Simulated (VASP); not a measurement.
Wanted: the native input for a VASP 6.6.1 run.

| Item | Value |
| --- | --- |
| Task | relaxation of the atoms |
| Functional | PBE |
| Potentials or basis | VASP PAW PBE potentials, release 64 (Zr_sv, F) |
| Cutoff | 900 eV |
| k mesh | 10 × 10 × 1 |
| Occupations | fermi-dirac, width 0.05 eV |
| Spin | no spin polarisation |
| Dipole correction | yes |
| Atoms held fixed (from 0) | [0] |
| Further INCAR settings | ALGO = Normal; EDIFF = 1e-07; IBRION = 2; EDIFFG = -0.01; NSW = 60 |

The structure of ZrF2 lies in POSCAR:

```
ZrF2
1.0
    2.9887600000      0.0000000000      0.0000000000
   -1.4943800000      2.5883400000      0.0000000000
    0.0000000000      0.0000000000     29.7132000000
Zr F
1 2
Selective dynamics
Direct
    0.0000000000      0.0000000000      0.2692400000  F F F
    0.6666700000      0.3333300000      0.2193600000  T T T
    0.3333300000      0.6666700000      0.3191200000  T T T
```

The cell was built by a generator and needn't be a form met in nature.

One way to write it, as run:

INCAR

```
SYSTEM = ZrF2
  ALGO = Normal
  DIPOL = 0.5 0.5 0.269
  EDIFF = 1E-7
  EDIFFG = -0.01
  ENCUT = 900
  GGA = PE
  IBRION = 2
  IDIPOL = 3
  ISIF = 2
  ISMEAR = -1
  LASPH = .True.
  LCHARG = .False.
  LDIPOL = .True.
  LREAL = .False.
  LWAVE = .False.
  NELM = 60
  NSW = 60
  PREC = Accurate
  SIGMA = 0.05
```

KPOINTS

```
k-points
0
Gamma
  10 10 1
  0 0 0
```

Potentials or basis: VASP PAW PBE potentials, release 64 (Zr_sv, F).

Launch:

```bash
$ cat potpaw_PBE.64/Zr_sv/POTCAR potpaw_PBE.64/F/POTCAR > POTCAR
$ mpirun -np 1 vasp_std > vasp.out
```

Results of the run:

The band gap on the k mesh is none (metal or under the smearing width).

Caveat: the relaxation stopped at its first step, so nothing moved.

Wall time 4.8 min on 1 thread of AMD EPYC 9R45 96-Core Processor (Zen 5), on a shared host, peak memory 0.68 GiB.
